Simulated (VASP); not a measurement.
An input for Quantum ESPRESSO's pw.x (written as the equivalent of a VASP run, and not itself run):

```
&CONTROL
  calculation = 'scf'
  pseudo_dir = './pseudo'
  outdir = './out'
  tprnfor = .true.
  tstress = .false.
/
&SYSTEM
  ibrav = 0
  nat = 2
  ntyp = 2
  ecutwfc = 74
  occupations = 'smearing'
  smearing = 'gaussian'
  degauss = 0.003675
  input_dft = 'pbe0'
  nqx1 = 6
  nqx2 = 6
  nqx3 = 6
/
&ELECTRONS
  conv_thr = 7.3e-08
  electron_maxstep = 60
/
ATOMIC_SPECIES
  Li 6.940 Li.upf
  Br 79.904 Br.upf
CELL_PARAMETERS angstrom
     0.0000000    2.6669863    2.6669863
     2.6669863    0.0000000    2.6669863
     2.6669863    2.6669863    0.0000000
ATOMIC_POSITIONS crystal
  Li   0.0000000  0.0000000  1.0000000
  Br   0.5000000  0.5000000  0.5000000
K_POINTS automatic
  6 6 6 0 0 0
```

Task: Translate this input to VASP (INCAR, KPOINTS, POSCAR, choice of POTCAR).

Result: One answer among several that fit: 
### POSCAR
```
LiBr
1.0
  0.0000000000   2.6669862932   2.6669862932
  2.6669862932   0.0000000000   2.6669862932
  2.6669862932   2.6669862932   0.0000000000
Li Br
1 1
Cartesian
  2.6669862932   2.6669862932   0.0000000000
  2.6669862932   2.6669862932   2.6669862932
```

INCAR:
```
! general
SYSTEM  =LiBr
PREC    =Accurate
ENCUT   =520
LREAL   =F
LASPH   =T
ISYM    =3

! electronic loop
EDIFF   =1E-6
NELM    =60
ALGO    =Normal
LMAXMIX =4

! smearing
ISMEAR  =0
SIGMA   =0.05

! functional
GGA     =PE
LHFCALC =T
AEXX    =0.25
HFRCUT  =-1
PRECFOCK=Fast

! ions
ISIF    =2

! output
LWAVE   =F
LCHARG  =F
```

File KPOINTS:
```
kpoints
0
G
  6 6 6
```

POTCAR, in this order: Li_sv Br (PBE.64 set). Program: vasp_std. Read from the step before: WAVECAR.

Limits of the translation: the potentials are each code's own (VASP's PAW set, PseudoDojo norm-conserving files in pw.x), so ENCUT and ecutwfc are chosen apart and not converted; conv_thr bounds pw.x's estimated SCF error, while EDIFF bounds the energy change between steps; the singularity of exact exchange is treated differently by default.

The compound is LiBr in the rock salt structure. This cell is one point of a volume scan, at 0.91 of the reference volume.
